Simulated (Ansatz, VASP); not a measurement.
# CuF: VASP beside Ansatz

Wanted: the spread between two codes on one cell, functional and k mesh. The cell is generated by rule, not measured, and may not be a known phase. The cell is taken from a series of runs on this material, whose earlier steps may have relaxed, scaled, displaced or heated it; both programs get it as it stands.

Calculated with Ansatz 0.2.0; plane waves, with VASP 6.6.1 beside it; single point at PBEsol.

The structure was built from a prototype and need not be the compound's stable phase.

**1. Starting point**

It takes space group Cmcm (No. 63, orthorhombic). Conventional cell: a = 2.722 Å, b = 4.715 Å, c = 6.470 Å, α = 90.00°, β = 90.00°, γ = 90.00°. Nearest to Cu lie 6 F at 2.16 to 2.31 Å. Nearest to F lie 6 Cu at 2.16 to 2.31 Å. Farther neighbours and most contacts between anions are not listed.

Coordinates:

```cif
data_structure
_symmetry_space_group_name_H-M 'Cmcm'
_symmetry_Int_Tables_number 63
_cell_length_a 2.7224
_cell_length_b 4.7154
_cell_length_c 6.4700
_cell_angle_alpha 90.000
_cell_angle_beta 90.000
_cell_angle_gamma 90.000
_cell_volume 83.06
loop_
_atom_site_label
_atom_site_type_symbol
_atom_site_symmetry_multiplicity
_atom_site_Wyckoff_symbol
_atom_site_fract_x
_atom_site_fract_y
_atom_site_fract_z
_atom_site_occupancy
Cu1 Cu 4 a 0.00000 0.00000 0.50000 1
F1 F 4 c 0.50000 0.80364 0.75000 1
```

**2. Ansatz: single point, PBEsol, pair 1**

Ansatz runs on its default PAW (the set named soft_2) files.

A single point gives forces, pressure and levels at one fixed geometry, so differences don't come from the geometry; what else differs is listed under the comparison.

Input file input.yaml:

```yaml
crystal:
  lattice:
    - [2.7224252891, 2.7281e-06, 0.0]
    - [-1.3612150072, 2.3576880962, 0.0]
    - [0.0, 0.0, 6.4699573338]
  atoms:
    - { symbol: Cu, position: [0.0, 0.0, 0.0] }
    - { symbol: Cu, position: [0.0, 0.0, 0.5] }
    - { symbol: F, position: [0.3036432485, 0.6072864971, 0.25] }
    - { symbol: F, position: [0.6963567515, 0.3927135029, 0.75] }
kpoints:
  mp_grid: { grid: [15, 15, 8] }
hamiltonian:
  xc: pbesol
scf:
  occupations: { method: methfessel_paxton, width: 0.2 }
output:
  forces: true
  stress: true
  eigenvalues: true
```

The run is started by

```bash
ansatz run input.yaml --threads 4 --pin off --max-ram 7168MiB --backend cpu --events-out ev --progress --plain --runs-dir out
```

Numbers of over 12 decimals in the logs are rounded to 6 here.

The program printed:

```text
Engine: ansatz 0.2.0, aarch64-unknown-linux-gnu
Pseudopotentials: kind: paw
Pseudopotential: Cu, paw, valence charge 19, recommended cutoff 420 eV (normal), Cu.paw.azcp
Pseudopotential: F, paw, valence charge 7, recommended cutoff 420 eV (normal), F.paw.azcp
Functional definition: PBEsol
  exchange = pbesol_x
  correlation = pbesol_c
Crystal: 4 atoms, lattice volume = 41.528 Å³
Basis set: ecut = 420 eV, 843 PW (Γ), exchange–correlation on 40×40×90 points (8 copies of the dense FFT grid, shifted against one another)
Bands: 32, of which v1, the nominal top of the filled ones, is band 26 counted from 1 (25 counted from 0)
Symmetry: 8 space group operations
Space group: Cmcm (ITA 63), of the structure as read, at distance tolerance 3.5e-5 Å
k-points: 320 of 1800
Non-local potential: Cu, projectors of the file, l = 0: 3, l = 1: 2, l = 2: 3, l = 3: 1
Non-local potential: F, projectors of the file, l = 0: 2, l = 1: 2, l = 2: 1
PAW form: soft (Blöchl's): semilocal exchange-correlation on the pseudo side does not see the compensation charge
PAW frozen core: Cu, regenerated for the run's functional, and the local potential with it (the file was generated under x = pbe(κ = 0.804, μ = 0.219515), c = pbe(β = 0.066725))
PAW frozen core: F, regenerated for the run's functional, and the local potential with it (the file was generated under x = pbe(κ = 0.804, μ = 0.219515), c = pbe(β = 0.066725))
PAW one-centre angular grid: Cu, 590 points (default); XC on 64 Gauss nodes
PAW one-centre angular grid: F, 110 points (default); XC on 64 Gauss nodes
Initial density: superposition of atomic densities (neutral atoms: chi_scale 0, normalization atom), corrected by the library's trained network
Initial wavefunctions: pseudopotential atomic-orbital guess
Functional: x = pbesol(κ = 0.804, μ = 0.123457), c = pbesol(β = 0.046)
SCF iter   1: F=—  HF=-14775.898387 eV  |F-HF|=—  |Δ(HF+E_count)|=         —  Δρ=2.29e-2  dr2=1.37e-1  ethr=1.77e-3  ⟨swp⟩=4.4  Hψ=34636  notcnv=0
preconditioner: auto → LDOS  [metal: Δε(μ)=0.010 eV  Ē_g=13.175 eV  σ=0.200 eV  W_gap=0.04  n_scr=10 (ndim 8)  ℏωp=34.6 eV  f_vac=0.011  D(μ)=1.89/eV (n_scr^D=22)  β→1.0]
SCF iter   2: F=—  HF=-14776.014433 eV  |F-HF|=—  |Δ(HF+E_count)|=   1.16e-1  S|Δr|=    0.00e0  Δρ=4.88e-2  dr2=5.21e-1  ethr=2.63e-4  ⟨swp⟩=2.0  Hψ=22528  notcnv=0  defer=512  recentre
preconditioner: auto → Kerker (q_TF=auto, 2.832 Å⁻¹)  [metal: Δε(μ)=0.015 eV  Ē_g=13.522 eV  σ=0.200 eV  W_gap=0.07  n_scr=10 (ndim 8)  ℏωp=34.6 eV  f_vac=0.009  D(μ)=1.56/eV (n_scr^D=4)  β→0.5]
SCF iter   3: F=—  HF=-14775.860451 eV  |F-HF|=—  |Δ(HF+E_count)|=   1.54e-1  S|Δr|=    0.00e0  Δρ=4.97e-3  dr2=5.38e-3  ethr=2.63e-4  ⟨swp⟩=2.0  Hψ=19456  notcnv=0  defer=512
SCF iter   4: F=—  HF=-14775.858730 eV  |F-HF|=—  |Δ(HF+E_count)|=   1.72e-3  S|Δr|=    0.00e0  Δρ=1.55e-3  dr2=7.59e-4  ethr=1.03e-5  ⟨swp⟩=2.0  Hψ=16335  notcnv=0  defer=156
SCF iter   5: F=—  HF=-14775.858563 eV  |F-HF|=—  |Δ(HF+E_count)|=   1.68e-4  S|Δr|=    0.00e0  Δρ=5.61e-4  dr2=8.51e-5  ethr=1.46e-6  ⟨swp⟩=2.0  Hψ=13706  notcnv=0  defer=156
SCF iter   6: F=—  HF=-14775.858550 eV  |F-HF|=—  |Δ(HF+E_count)|=   1.22e-5  S|Δr|=    0.00e0  Δρ=1.49e-4  dr2=6.82e-6  ethr=1.64e-7  ⟨swp⟩=2.4  Hψ=15413  notcnv=0  defer=156
SCF iter   7: F=—  HF=-14775.858553 eV  |F-HF|=—  |Δ(HF+E_count)|=   3.00e-6  S|Δr|=    0.00e0  Δρ=8.97e-5  dr2=3.72e-6  ethr=1.31e-8  ⟨swp⟩=1.0  Hψ=9728  notcnv=0  defer=156
SCF iter   8: F=—  HF=-14775.858553 eV  |F-HF|=—  |Δ(HF+E_count)|=   3.92e-7  S|Δr|=    0.00e0  Δρ=1.67e-5  dr2=1.40e-7  ethr=7.15e-9  ⟨swp⟩=1.6  Hψ=12622  notcnv=0  defer=156
SCF iter   9: F=-14775.858553 eV  HF=-14775.858553 eV  |F-HF|=3.22e-9  |Δ(HF+E_count)|=   3.61e-8  S|Δr|=    0.00e0  Δρ=5.71e-6  dr2=1.21e-8  ethr=1.92e-10  ⟨swp⟩=7.8  Hψ=39833  notcnv=0
SCF 1 converged in 9 iterations: F = -14775.858553 eV  dr2 = 1.21e-8
  greatest PAW one-centre occupation: 1.000 electrons in one spin orbital (limit 2), on the Cu atom at site 1 (counted from 0), in its partial waves of l = 0
SCF converged after 9 iterations
Stability not checked: this state was not tested for a lower state beside it, because cold or Methfessel-Paxton smearing, or corrected tetrahedra, fill the levels in a way that the test cannot read (fill_not_monotonic; see scf.lower_state_search)
Free energy (F): -14775.858553 eV
Harris-Foulkes:  -14775.858553 eV  (|F-HF|=3.22e-9)
Internal energy: -14775.868431 eV  (E = F + TS)
E sigma→0 (E₀):  -14775.861022 eV
Entropy (-TS):   0.009878 eV (2.469 meV/atom)
Fermi energy:    11.221801 eV
--- Per-component energies (eV) ---
  E_band       = -863.874144
  E_kinetic    = 1011.003780
  E_local      = -9915.373716  (includes V_loc(G=0)·N_el)
  E_nonlocal   = 967.733798
  E_hartree    = 4292.224368
  E_xc         = -329.043259
  E_vxc        = -425.418013  (∫ρ·V_xc dr)
  E_paw        = -3670.007895  (= ΣΔE_a)
  E_vpaw       = -1086.272594  (= ΣTr[D̂ρ^β])
  E_aug_tail   = 0.004670  (compensation charges beyond the density's cutoff)
  E_ewald      = -7132.907468
  E_core_change = 0.497290  (= ΣΔE_core)
  E_smearing   = 0.009878  (= −TS)
  E_closure    = 0.000000  (closes the sum)
  Σ components = -14775.858553   (vs F -14775.858553, Δ=0.00e0)
--- Forces (eV/Å), atoms counted from 1 ---
  atom   1  Cu     0.00000000     0.00000000     0.00000000
  atom   2  Cu     0.00000000     0.00000000     0.00000000
  atom   3  F      0.00000025    -0.25096816     0.00000000
  atom   4  F     -0.00000025     0.25096816     0.00000000
  max |Σ_I F_I| component: 0.00e0 eV/Å
--- Stress (GPa, compression-positive) ---
        1.978138       0.000003       0.000000
        0.000003      -1.373519       0.000000
        0.000000       0.000000       0.199697
  P = ⅓ Tr σ = 0.2681 GPa (2.681 kbar)
--- Band table (eV; the first three rows and the last of 320) ---
  k-point 0: bands = [... 22 lower, 10.3842, 10.4883, 10.4949, 10.5961, 11.0191, 14.4020, 16.6173, 23.7509, ... 2 higher]
  k-point 1: bands = [... 22 lower, 10.4450, 10.4886, 10.5065, 10.5877, 11.0137, 14.0498, 16.9969, 23.0477, ... 2 higher]
  k-point 2: bands = [... 22 lower, 10.4905, 10.5416, 10.5652, 10.6062, 11.0366, 13.3347, 17.7999, 21.9472, ... 2 higher]
  k-point 319: bands = [... 22 lower, 10.6529, 10.6529, 11.0624, 11.0624, 14.8078, 14.8078, 20.6359, 20.6359, ... 2 higher]
```

Reading the cycles: dr2 is the Hartree energy of the density residual (eV), the measure of convergence; HF is the Harris–Foulkes estimate of the energy, which meets the free energy F at convergence.

The run ends at a pressure of 0.27 GPa, with forces up to 0.25 eV/Å.

**3. VASP: single point, PBEsol, pair 1**

The same cell, functional, mesh and smearing now go to VASP, with its own data sets.

Lines of VASP's logs that name or quote its potential files are left out, and so is its time.

Input file INCAR:

```
SYSTEM = CuF
PREC = Accurate
ENCUT = 600
EDIFF = 1E-06
NELM = 120
ISMEAR = 1
SIGMA = 0.2
LREAL = .FALSE.
ALGO = Normal
GGA = PS
NBANDS = 24
LASPH = .TRUE.
LORBIT = 11
LWAVE = .FALSE.
LCHARG = .FALSE.
ISIF = 2
GGA_COMPAT = .FALSE.
KPAR = 2
```

Input file POSCAR:

```
CuF
1.0
    2.7224252891      0.0000027281      0.0000000000
   -1.3612150072      2.3576880962      0.0000000000
    0.0000000000      0.0000000000      6.4699573338
Cu F
2 2
Direct
    0.0000000000      0.0000000000      0.0000000000
    0.0000000000      0.0000000000      0.5000000000
    0.3036432486      0.6072864971      0.2500000000
    0.6963567514      0.3927135029      0.7500000000
```

Input file KPOINTS:

```
Automatic mesh
0
Gamma
15 15 8
0 0 0
```

PAW data sets: Cu and F (PBE family, release 64).

The run is started by

```bash
mpirun -np 2 vasp_std
```

The program printed:

```text
[banner, memory and clock lines left out]
running    2 mpi-ranks, on    1 nodes
 distrk:  each k-point on    1 cores,    2 groups
 distr:  one band on    1 cores,    1 groups

 POSCAR found type information on POSCAR CuF
 POSCAR found :  2 types and       4 ions
|                                                                             |
|               ----> ADVICE to this user running VASP <----                  |
|                                                                             |
|     You enforced a specific xc type in the INCAR file but a different       |
|     [... a line on the potential file left out ...]
|     I HOPE YOU KNOW WHAT YOU ARE DOING!                                     |
|                                                                             |

 LDA part: xc-table for (Slater+PW92), standard interpolation
 POSCAR, INCAR and KPOINTS ok, starting setup
 FFT: planning ... GRIDC
 FFT: planning ... GRID_SOFT
 FFT: planning ... GRID
 WAVECAR not read
 entering main loop
       N       E                     dE             d eps       ncg     rms          rms(c)
DAV:   1     0.352196346812E+03    0.35220E+03   -0.19954E+04 16512   0.267E+03
DAV:   2     0.251441454676E+02   -0.32705E+03   -0.30907E+03 15672   0.466E+02
DAV:   3    -0.164710309967E+02   -0.41615E+02   -0.40278E+02 20136   0.183E+02
DAV:   4    -0.175288826096E+02   -0.10579E+01   -0.10549E+01 18424   0.307E+01
DAV:   5    -0.175430927032E+02   -0.14210E-01   -0.14209E-01 20360   0.316E+00    0.966E+00
DAV:   6    -0.167752953115E+02    0.76780E+00   -0.15578E+01 21160   0.838E+01    0.792E+00
DAV:   7    -0.156684737335E+02    0.11068E+01   -0.38649E+00 20328   0.598E+01    0.213E+00
DAV:   8    -0.156668339443E+02    0.16398E-02   -0.47880E-01 23760   0.680E+00    0.765E-01
DAV:   9    -0.156539713156E+02    0.12863E-01   -0.24186E-02 21424   0.252E+00    0.302E-01
DAV:  10    -0.156527911142E+02    0.11802E-02   -0.11315E-02 23120   0.221E+00    0.123E-01
DAV:  11    -0.156526254690E+02    0.16565E-03   -0.11399E-03 22880   0.762E-01    0.200E-02
DAV:  12    -0.156526328366E+02   -0.73675E-05   -0.75617E-05 23328   0.134E-01    0.122E-02
DAV:  13    -0.156526313053E+02    0.15312E-05   -0.13937E-05 20848   0.423E-02    0.242E-03
DAV:  14    -0.156526312898E+02    0.15553E-07   -0.50935E-07  9240   0.138E-02
   1 F= -.15652631E+02 E0= -.15655923E+02  d E =0.987448E-02
```

Parts of OUTCAR (step 3):

```text
ion  position               nearest neighbor table
   1  0.000  0.000  0.000-   3 2.16   4 2.16   4 2.31   3 2.31   3 2.31   4 2.31
   2  0.000  0.000  0.500-   3 2.16   4 2.16   4 2.31   3 2.31   3 2.31   4 2.31
   3  0.304  0.607  0.250-   1 2.16   2 2.16   1 2.31   2 2.31   1 2.31   2 2.31
   4  0.696  0.393  0.750-   1 2.16   2 2.16   1 2.31   2 2.31   1 2.31   2 2.31

  LATTYP: Found a hexagonal cell.
 ALAT       =     2.7224252891
 C/A-ratio  =     2.3765417401

 Subroutine GETGRP returns: Found  8 space group operations
 (whereof  4 operations were pure point group operations)

The static configuration has the point symmetry C_2h.
 The point group associated with its full space group is D_2h.

 Found    320 irreducible k-points:

   k-points           NKPTS =    320   k-points in BZ     NKDIM =    320   number of bands    NBANDS=     24

   dimension x,y,z NGX =    24 NGY =   24 NGZ =   54
   dimension x,y,z NGXF=    48 NGYF=   48 NGZF=  108

   ENCUT  =  600.0 eV  44.10 Ry    6.64 a.u.   5.44  5.44 12.92*2*pi/ulx,y,z

   NELECT =      36.0000    total number of electrons

 k-points in reciprocal lattice and weights: Automatic mesh
   0.00000000  0.00000000  0.00000000       0.001
   0.06666667 -0.00000000  0.00000000       0.002
  -0.00000000  0.06666667  0.00000000       0.001
   0.13333333 -0.00000000  0.00000000       0.002
  -0.00000000  0.13333333  0.00000000       0.001
   0.20000000  0.00000000  0.00000000       0.002
  -0.00000000  0.20000000  0.00000000       0.001
   0.26666667 -0.00000000  0.00000000       0.002
  -0.00000000  0.26666667  0.00000000       0.001
[...]
0.40000000  0.33333333  0.50000000       0.002
   0.33333333  0.33333333  0.50000000       0.001

 average (electrostatic) potential at core
       1 -64.7161       2 -64.7161       3 -75.2616       4 -75.2616

 E-fermi :   4.8136

 k-point     1 :       0.0000    0.0000    0.0000
  band No.  band energies     occupation
    ...
     15       3.9759      2.00000
     16       4.0794      2.00000
     17       4.0871      2.00000
     18       4.1876      2.00009
     19       4.6114      2.05248
     20       8.0027     -0.00000
     21      10.2049      0.00000
     22      17.3557      0.00000
     23      18.8425      0.00000
     24      23.9401      0.00000

 k-point     2 :       0.0667   -0.0000    0.0000
  band No.  band energies     occupation
    ...
     15       4.0732      2.00000
     16       4.0939      2.00000
     17       4.1117      2.00001
     18       4.1683      2.00005
     19       4.6085      2.05512
     20       7.9935     -0.00000
     21      10.4583      0.00000
     22      17.3515      0.00000
     23      18.9358      0.00000
     24      23.0378      0.00000

 k-point     3 :      -0.0000    0.0667    0.0000
  band No.  band energies     occupation
    ...
     15       4.0714      2.00000
     16       4.0873      2.00000
     17       4.1104      2.00001
     18       4.2050      2.00015
     19       4.5988      2.06238
     20       7.9880     -0.00000
     21      10.4623      0.00000
     22      17.3582      0.00000
     23      18.9158      0.00000
     24      23.7009      0.00000

  Total        0.4816756     -0.3404413      0.0479328      0.0000008      0.0000000      0.0000000
  in kB       18.5832307    -13.1343586      1.8492660      0.0000318      0.0000000      0.0000000
  external PRESSURE =       2.4327127 kB  Pullay stress =       0.0000000 kB

  energy-cutoff  :      600.00
  volume of cell :       41.53
      direct lattice vectors                 reciprocal lattice vectors
     2.722425289  0.000002728  0.000000000     0.367319326  0.212072402  0.000000000
    -1.361215007  2.357688096  0.000000000    -0.000000425  0.424144069  0.000000000
     0.000000000  0.000000000  6.469957334     0.000000000  0.000000000  0.154560525

 POSITION                                       TOTAL-FORCE (eV/Angst)
 -----------------------------------------------------------------------------------
      0.00000      0.00000      0.00000         0.000000      0.000000      0.000000
      0.00000      0.00000      3.23498         0.000000      0.000000      0.000000
     -0.00000      1.43179      1.61749         0.000000     -0.235503     -0.000000
      1.36121      0.92590      4.85247        -0.000000      0.235503      0.000000
 -----------------------------------------------------------------------------------
    total drift:                               -0.000000      0.000000     -0.000000

  FREE ENERGIE OF THE ION-ELECTRON SYSTEM (eV)
  ---------------------------------------------------
  free  energy   TOTEN  =       -15.6526312898 eV

  energy  without entropy=      -15.6625057734  energy(sigma->0) =      -15.65592278

 total charge
# of ion       s       p       d       tot
------------------------------------------
    1        0.255   0.199   9.342   9.796
    2        0.255   0.199   9.342   9.796
    3        1.744   4.272   0.000   6.016
    4        1.744   4.272   0.000   6.016
--------------------------------------------------
tot          3.999   8.940  18.685  31.624

[... 3 further parts left out ...]
```

The run ends at a pressure of 0.24 GPa, with forces up to 0.24 eV/Å.

**4. Side by side**

Known differences besides the potentials themselves: the data sets hold 52 valence electrons in Ansatz (on its default PAW (the set named soft_2) files) and 36 in VASP; the cutoff is 420 eV in Ansatz and 600 eV in VASP; Ansatz makes its cores anew for this functional, VASP keeps those of its PBE data sets. Total energies have different zeros and are not compared.

Compared:

```csv
quantity,Ansatz,VASP,difference
pressure (GPa),0.27,0.24,+0.02
```

Forces (eV/Å; atoms numbered as in POSCAR):

```csv
atom,"Ansatz x, y, z","VASP x, y, z"
Cu1,"0.000, 0.000, 0.000","0.000, 0.000, 0.000"
Cu2,"0.000, 0.000, 0.000","0.000, 0.000, 0.000"
F3,"0.000, -0.251, 0.000","0.000, -0.236, 0.000"
F4,"0.000, 0.251, 0.000","0.000, 0.236, 0.000"
```

The forces differ by 6.3 meV/Å r.m.s., which is 6.6 % of the r.m.s. force of 0.096 eV/Å (both taken over all components).

**5. Ansatz: single point, PBEsol, pair 2**

With cell and atoms fixed, the geometry can't cause a difference; cores, projectors, grids and the points listed under the comparison can.

The cell is taken from a series of runs on this material, whose earlier steps may have relaxed, scaled, displaced or heated it; both programs get it as it stands.

input.yaml, the sections that differ from step 2:

```yaml
crystal:
  lattice:
    - [2.7224252891, 2.7281e-06, 0.0]
    - [-1.3612150072, 2.3576880962, 0.0]
    - [0.0, 0.0, 6.4699573338]
  atoms:
    - { symbol: Cu, position: [0.0, 0.0, 0.0] }
    - { symbol: Cu, position: [0.0, 0.0, 0.5] }
    - { symbol: F, position: [0.2866774858, 0.5733549716, 0.25] }
    - { symbol: F, position: [0.7133225142, 0.4266450284, 0.75] }
# kpoints, hamiltonian, scf, output: as in step 2
```

The run is started by

```bash
ansatz run input.yaml --threads 4 --pin off --max-ram 7168MiB --backend cpu --events-out ev --progress --plain --runs-dir out
```

The program printed:

```text
[...]
Crystal: 4 atoms, lattice volume = 41.528 Å³
Basis set: ecut = 420 eV, 843 PW (Γ), exchange–correlation on 40×40×90 points (8 copies of the dense FFT grid, shifted against one another)
Bands: 32, of which v1, the nominal top of the filled ones, is band 26 counted from 1 (25 counted from 0)
Symmetry: 8 space group operations
[...]
k-points: 320 of 1800
[...]
k-point 0: bands = [... 22 lower, 10.3342, 10.4568, 10.4718, 10.4761, 11.1549, 14.4610, 16.6380, 23.7623, ... 2 higher]
  k-point 1: bands = [... 22 lower, 10.3841, 10.4545, 10.4667, 10.4867, 11.1589, 14.1115, 17.0165, 23.0561, ... 2 higher]
  k-point 2: bands = [... 22 lower, 10.4484, 10.4546, 10.5136, 10.5186, 11.2093, 13.4055, 17.8159, 21.9544, ... 2 higher]
  k-point 319: bands = [... 22 lower, 10.6109, 10.6109, 11.0709, 11.0709, 14.7784, 14.7784, 20.5913, 20.5913, ... 2 higher]
[key lines of the parts left out:]
SCF converged after 8 iterations
Free energy (F): -14775.912141 eV
Fermi energy:    11.266056 eV
P = ⅓ Tr σ = 0.6821 GPa (6.821 kbar)
```

The run ends at a pressure of 0.68 GPa, with forces up to 0.42 eV/Å.

[end of part 1 of 2]

[Lines on the potential files, build, host, timing and source positions are cut from VASP's logs without a mark.]

[Logs are printed without paths, hosts, clocks, repeated set-up lines and the standing remarks that a program may print on its own settings, such as how far it seeks lower states.]

[Hosts, paths, dates, database ids (printed as entryN), source tags and the programs' standing remarks are cut or masked in the printed files.]
